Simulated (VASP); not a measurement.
Wanted: the native input for a VASP 6.6.1 run.

| Quantity | Value |
| --- | --- |
| Task | relaxation of cell and atoms |
| Functional | PBE |
| Potentials or basis | VASP PAW PBE potentials, release 64 (Li_sv, Ca_sv, O) |
| Cutoff | 600 eV |
| k mesh | 6 × 6 × 4 |
| Occupations | gaussian, width 0.02 eV |
| Spin | no spin polarisation |
| Dipole correction | no |
| Further INCAR settings | ALGO = Normal; EDIFF = 1e-06; IBRION = 2; EDIFFG = -0.01; NSW = 100; ISIF = 3 |

The structure of Li2CaO2 lies in POSCAR:

```
Li2CaO2
1.0
    3.7238576369      0.0000000000      0.0000000000
    0.0000000000      3.7238576369      0.0000000000
    0.0000000000      0.0000000000      5.3235762966
Li Ca O
2 1 2
Direct
    0.0000000000      0.0000000000      0.0000000000
    0.5000000000      0.5000000000      0.5000000000
    0.0000000000      0.0000000000      0.5000000000
    0.5000000000      0.0000000000      0.7121283689
    0.0000000000      0.5000000000      0.2878716311
```

The cell was built by a generator and needn't be a form met in nature.

The cell isn't the ideal one: ordered mixture with vacancies on the cation sites of antifluorite (P-4m2, No. 115).

One way to write it, as run:

INCAR

```
SYSTEM = Li2CaO2
ALGO = Normal
EDIFF = 1E-6
EDIFFG = -0.01
ENCUT = 600
GGA = PE
IBRION = 2
ISIF = 3
ISMEAR = 0
LASPH = .TRUE.
LCHARG = .FALSE.
LREAL = .FALSE.
LWAVE = .FALSE.
NELM = 100
NSW = 100
PREC = Accurate
SIGMA = 0.02
```

KPOINTS

```
k-points
0
G
  6 6 4
  0 0 0
```

Potentials or basis: VASP PAW PBE potentials, release 64 (Li_sv, Ca_sv, O).

Command:

```console
$ cat potpaw_PBE.64/Li_sv/POTCAR potpaw_PBE.64/Ca_sv/POTCAR potpaw_PBE.64/O/POTCAR > POTCAR
$ mpirun -np 1 vasp_std > vasp.out
```

Results of the run:

| Property | Result |
| --- | --- |
| Relaxed volume | 14.78 Å³/atom |
| Relaxed cell | a = 3.728 Å, b = 3.728 Å, c = 5.318 Å, α = 90.00°, β = 90.00°, γ = 90.00° |
| Space group after relaxing (to 0.05 Å) | P-4m2 (No. 115) |
| Energy gained by relaxing | 0.1 meV/atom |
| Ionic steps | 5 |
| Pressure after relaxing | 0.0 GPa |
| Largest force after relaxing | 0.005 eV/Å |
| Band gap on the k mesh | 3.46 eV, indirect (least direct gap 3.65 eV) |

Caveat: the cutoff is under 1.25 times the usual one of these potentials, so pressure, stress and relaxed cells hold a basis-set (Pulay) error.

Run time: 85 s on 1 thread of Intel(R) Xeon(R) Platinum 8488C (Sapphire Rapids) (shared host), peak memory 0.23 GiB.
